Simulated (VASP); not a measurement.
Write the native input for VASP 6.6.1 that does the following.

* Task: single point
* Functional: PBE
* Dispersion: D3(BJ)
* Potentials or basis: VASP PAW PBE potentials, release 64 (Sn_d, Se)
* Cutoff: 520 eV
* k mesh: 12 × 12 × 6
* Occupations: gaussian, width 0.03 eV
* Spin: no spin polarisation
* Dipole correction: no
* Further INCAR settings: ALGO = Fast; EDIFF = 1e-06; NBANDS = 20

The structure of SnSe2 lies in POSCAR:

```
SnSe2
1.0
    3.8289377348      0.0000000000      0.0000000000
   -1.9144688674      3.3159573479      0.0000000000
    0.0000000000      0.0000000000      6.3671405593
Sn Se
1 2
Direct
    0.0000000000      0.0000000000      0.0000000000
    0.3333333333      0.6666666667      0.2651331237
    0.6666666667      0.3333333333      0.7348668763
```

The cell isn't the ideal one: volume 26.947 Å^3 an atom, c/a of the conventional cell 1.6629.

One way to write it, as run:

INCAR

```
  ALGO = Fast
  EDIFF = 1E-6
  ENCUT = 520
  GGA = PE
  ISIF = 2
  ISMEAR = 0
  IVDW = 12
  LASPH = T
  LCHARG = T
  LELF = T
  LREAL = F
  LVHAR = T
  LWAVE = F
  NBANDS = 20
  NELM = 80
  PREC = Accurate
  SIGMA = 0.03
```

KPOINTS

```
k-points
0
Gamma
  12 12 6
```

Potentials or basis: VASP PAW PBE potentials, release 64 (Sn_d, Se).

Launch:

```console
$ cat potpaw_PBE.64/Sn_d/POTCAR potpaw_PBE.64/Se/POTCAR > POTCAR
$ mpirun -np 1 vasp_std > vasp.out
```

It gave:

| Item | Value |
| --- | --- |
| Pressure | -3.0 GPa |
| Largest force | 0.714 eV/Å |
| Band gap on the k mesh | 0.27 eV, indirect (least direct gap 0.89 eV) |
| Dispersion energy per atom | -0.345 eV |

Caveat: spin-orbit coupling is left out, which moves the levels of the heavy elements; the cell's inner coordinates are idealised or old, which leaves forces on the atoms.

Wall time 56 s on 1 thread of Intel(R) Xeon(R) 6975P-C (Granite Rapids), on a shared host, peak memory 0.3 GiB.
